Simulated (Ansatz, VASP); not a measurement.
# Two plane-wave programs on K2NaBCl6

The input INCAR:

```
PREC = Accurate
ENCUT = 520
EDIFF = 1E-7
ISMEAR = 0
SIGMA = 0.1
LREAL = False
LASPH = True
NELM = 80
ALGO = Normal
ISIF = 2
LWAVE = False
LCHARG = False
GGA = PE
NBANDS = 46
```

Contents of KPOINTS:

```
regular mesh
0
Gamma
  4 4 2
```

Contents of POSCAR:

```
K2NaBCl6
1.0
    4.8986443200      0.0000000000      0.0000000000
    0.0000000000      4.8986443200      0.0000000000
    0.0000000000      0.0000000000      9.7972886400
K Na B Cl
2 1 1 6
Direct
    0.5000000000      0.5000000000      0.2500000000
    0.5000000000      0.5000000000      0.7500000000
    0.0000000000      0.0000000000      0.5000000000
    0.0000000000      0.0000000000      0.0000000000
    0.5000000000      0.0000000000      0.0000000000
    0.5000000000      0.0000000000      0.5000000000
    0.0000000000      0.5000000000      0.0000000000
    0.0000000000      0.5000000000      0.5000000000
    0.0000000000      0.0000000000      0.2500000000
    0.0000000000      0.0000000000      0.7500000000
```

Input for Ansatz:

```yaml
crystal:
  lattice:
    - [4.89864432, 0.0, 0.0]
    - [0.0, 4.89864432, 0.0]
    - [0.0, 0.0, 9.79728864]
  atoms:
    - { symbol: K, position: [0.5, 0.5, 0.25] }
    - { symbol: K, position: [0.5, 0.5, 0.75] }
    - { symbol: Na, position: [0.0, 0.0, 0.5] }
    - { symbol: B, position: [0.0, 0.0, 0.0] }
    - { symbol: Cl, position: [0.5, 0.0, 0.0] }
    - { symbol: Cl, position: [0.5, 0.0, 0.5] }
    - { symbol: Cl, position: [0.0, 0.5, 0.0] }
    - { symbol: Cl, position: [0.0, 0.5, 0.5] }
    - { symbol: Cl, position: [0.0, 0.0, 0.25] }
    - { symbol: Cl, position: [0.0, 0.0, 0.75] }
basis:
  ecutwfc: 420
kpoints:
  mp_grid: { grid: [4, 4, 2] }
hamiltonian:
  xc: pbe
scf:
  occupations: { method: gaussian, width: 0.1 }
  lower_state_search: "off"
output:
  forces: true
  stress: true
  eigenvalues: true
```

Alike in both runs: task single point; functional PBE; k mesh 4 × 4 × 2; occupations gaussian, width 0.1 eV; no spin polarisation.

|  | VASP | Ansatz |
| --- | --- | --- |
| version | VASP 6.6.1 | Ansatz 0.2.0 |
| potentials or method | VASP PAW PBE potentials, release 64 (K_sv, Na_pv, B, Cl) | scalar-relativistic, plane waves, PAW |
| plane-wave cutoff (eV) | 520 | 420 |
| valence electrons in the cell | 70 | 72 |

```csv
,VASP,Ansatz,Ansatz less VASP
gap on the k mesh at the Fermi level (eV),none,none,-
pressure (GPa),0.2,0.2,+0.02
largest component of the traceless stress (GPa),1.10,1.08,-0.021
rms of the force components (eV/Å),0.750,0.747,-0.0032
```

Atom by atom the forces differ by 0.003 eV/Å (rms over components). A gap of «none» marks a metal or a gap that the smearing closes. The functional is the same, so the differences come from potentials, cutoffs and numerics. The two sets of potentials don't hold the same shells in valence.

Caveats: forces of over 1 eV/Å show positions far from the minimum, so gaps and moduli don't describe the material at rest.
